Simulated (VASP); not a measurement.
Here is the system:

```xyz
2
Lattice="1.1334 -1.9631 0.0000 1.1334 1.9631 0.0000 0.0000 0.0000 3.5577" Properties=species:S:1:pos:R:3 pbc="T T T"
Be     1.1334     0.6544     0.8894
Be     1.1334    -0.6544     2.6683
```

The numbers are results of PBE GGA, VASP's PBE PAW potentials (set 64) (plane waves; VASP), not measurements. Numerical set-up: 480 eV cut-off, 17×17×9 Γ-centred mesh, first-order Methfessel-Paxton smearing of 0.10 eV, potentials Be.

Q: What does the run give for the energy per atom (σ→0), band gap (on the k-mesh) with the smallest direct gap where there is one?

A: 
band gap (on the k-mesh): none (metal, semimetal or under 0.01 eV)
energy per atom (σ→0): -3765 meV/atom

The compound is Be in the hcp structure. It was relaxed first. The start is the result of an earlier pass.
